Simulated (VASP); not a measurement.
# BeTe: band gap against strain

BeTe (zinc blende, F-43m, 22.767 Å³/atom and stress up to 0.01 GPa in the relaxed cell, cube axes along x, y and z) under an equal strain ε along all three axes. PBE in VASP (plane waves, PAW), 480 eV, 10×10×10 Γ-centred mesh, Gaussian smearing 0.05 eV; ions are relaxed, or left where forces stay under 0.02 eV/Å, within the symmetry of each cell. Gaps are the smallest on the run's k-mesh, which can miss an edge that lies off it, without spin-orbit coupling; in all rows the valence edge lies at Γ and the conduction edge at about 1.1 Å⁻¹ from Γ.

Here s stands for strain and Eg for gap.

```csv
strain (%),gap (eV)
-1.50,1.91
-1.00,1.95
-0.50,1.98
0.00,2.02
0.50,2.06
1.00,2.09
1.50,2.12
3.00,?
```

**Question.** Fit Eg against s with a straight line, and predict the withheld value at s = 3.00.

**Answer.** Means: s 0, Eg 2.019. About the means, the sum of products is 0.49500 and the sum of squares of s is 7.0000; the slope is their ratio. Least squares gives Eg = 2.019 + 0.0707·s. Residuals (row less fit): -0.003, 0.002, -0.004, 0.001, 0.006, 0.000, -0.005; standard error 0.004 (degrees of freedom: 5). Over these rows the gap moves by 7.1 ± 0.2 eV per unit strain, or 2.4 eV per unit of ln V. At the withheld row, Eg = 2.019 + 0.0707 × 3.0 = 2.231 eV. The calculation gives 2.22 eV, 0.011 eV below the prediction (3.5 % of the range of Eg in the table). The row lies outside the fitted rows, so this is an extrapolation. The scatter of the fitted rows lies at the last printed digit.

Other structures, which can take over under pressure, weren't tried. Spin-orbit coupling is left out, which can shift this property for BeTe. Rows are the converged runs of the series near zero and its far end, less any whose ions stayed unrelaxed beside relaxed ones; series whose fitted rows scatter by over a few per cent of the range, as at a crossing or softening among them, aren't shown in this form. Most that stay on the fit to the last digits aren't either.
